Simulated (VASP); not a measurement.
**BeCd2S3: relaxation of cell and atoms with PBE**

BeCd2S3:

```
CELL_PARAMETERS angstrom
-1.93400 1.93400 8.68100
1.93400 -1.93400 8.68100
1.93400 1.93400 -8.68100
ATOMIC_POSITIONS crystal
Be 0.00000 0.00000 0.00000
Cd 0.65580 0.65580 0.00000
Cd 0.34420 0.34420 0.00000
S 0.43924 0.93924 0.50000
S 0.06076 0.56076 0.50000
S 0.75000 0.25000 0.50000
```

The cell was built by a generator and needn't be a form met in nature.

```yaml
Program: VASP 6.6.1
Task: relaxation of cell and atoms
Functional: PBE
Potentials_or_basis: VASP PAW PBE potentials, release 64 (Be, Cd, S)
Cutoff: 520 eV
k_mesh: 10 × 10 × 10
Occupations: gaussian, width 0.03 eV
Spin: no spin polarisation
Further_INCAR_settings: ALGO = Normal; EDIFF = 1e-06; IBRION = 2; EDIFFG = -0.01; NSW = 90; ISIF = 3
```

The relaxed volume is 21.70 Å³/atom and the relaxed cell is a = 9.138 Å, b = 9.138 Å, c = 9.138 Å, α = 155.59°, β = 155.59°, γ = 34.80°. The space group after relaxing (to 0.05 Å) is I-4m2 (No. 119), the energy gained by relaxing is 0.1 meV/atom and the ionic steps are 6. The pressure after relaxing is 0.0 GPa and the band gap on the k mesh is 1.61 eV, direct.

Forces in eV/Å, atoms in the order of the input:
```
Be   0.000  0.000  0.000
Cd   0.000  0.000  0.000
Cd   0.000  0.000  0.000
S    0.000  0.000  0.002
S    0.000  0.000 -0.002
S    0.000  0.000  0.000
```

Step by step:
| step | energy change (eV) | largest force (eV/Å) | pressure (GPa) | volume (Å³) |
| --- | --- | --- | --- | --- |
| 1 | 0.0000 | 0.0371 | 0.15 | 129.88 |
| 2 | -0.0004 | 0.0276 | -0.04 | 130.27 |
| 3 | -0.0004 | 0.0261 | -0.08 | 130.35 |
| 4 | -0.0006 | 0.0145 | -0.04 | 130.28 |
| 5 | -0.0007 | 0.0122 | 0.01 | 130.18 |
| 6 | -0.0008 | 0.0022 | -0.01 | 130.20 |

Final structure:
```xyz
6
Lattice="-1.9321 1.9321 8.7200 1.9321 -1.9321 8.7200 1.9321 1.9321 -8.7200" Properties=species:S:1:pos:R:3 pbc="T T T"
Be    1.9321    1.9321   -8.7200
Cd    0.0000    0.0000   11.4417
Cd    0.0000    0.0000    5.9984
S     1.9321    0.0000    7.6535
S     1.9321    0.0000    1.0666
S     0.0000    1.9321    4.3600
```

Levels at points of the mesh, in eV from the valence-band top:
| k point | band 20 | band 21 | band 22 | band 23 | band 24 | band 25 |
| --- | --- | --- | --- | --- | --- | --- |
| (0.00, 0.00, 0.00) | -0.72 | 0.00 | 0.00 | 1.61 | 3.45 | 4.32 |
| (0.50, 0.00, 0.00) | -1.03 | -0.60 | -0.40 | 2.99 | 3.89 | 3.99 |
| (0.50, 0.50, 0.00) | -2.46 | -2.02 | -1.99 | 3.26 | 3.79 | 4.50 |
| (0.50, 0.50, 0.50) | -0.73 | -0.35 | -0.35 | 2.62 | 3.54 | 3.55 |

It took 15 min on 4 MPI ranks on Intel(R) Xeon(R) Platinum 8488C (Sapphire Rapids), on a shared host, peak memory 0.96 GiB a rank.

A k mesh can miss the band edges. Expect the measured gap to be larger: semilocal functionals such as PBE lack the derivative discontinuity.
